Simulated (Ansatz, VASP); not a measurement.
Two plane-wave programs on Cs2NaP

```
CELL_PARAMETERS angstrom
6.25972 0.00000 0.00000
0.00000 6.25972 0.00000
0.00000 0.00000 4.43123
ATOMIC_POSITIONS crystal
Cs 0.00000 0.50000 0.00000
Cs 0.50000 0.00000 0.00000
Na 0.50000 0.50000 0.00000
P 0.00000 0.00000 0.00000
```

Alike in both runs: task single point; functional PBE; k mesh 4 × 4 × 4; occupations gaussian, width 0.1 eV; no spin polarisation.

|  | VASP | Ansatz |
| --- | --- | --- |
| version | VASP 6.6.1 | Ansatz 0.2.0 |
| potentials or method | VASP PAW PBE potentials, release 64 (Cs_sv, Na_pv, P) | scalar-relativistic, plane waves, PAW |
| plane-wave cutoff (eV) | 520 | 420 |
| valence electrons in the cell | 30 | 32 |

|  | VASP | Ansatz | Ansatz less VASP |
| --- | --- | --- | --- |
| gap on the k mesh at the Fermi level (eV) | none | none | - |
| pressure (GPa) | 3.9 | 3.9 | -0.07 |
| largest component of the traceless stress (GPa) | 5.01 | 4.95 | -0.066 |

A gap of «none» marks a metal or a gap that the smearing closes. With one functional, cell and mesh, what is left measures potentials, basis and numerics. The two sets of potentials don't hold the same shells in valence.

Spin-orbit coupling is left out, which matters for the levels of Cs.
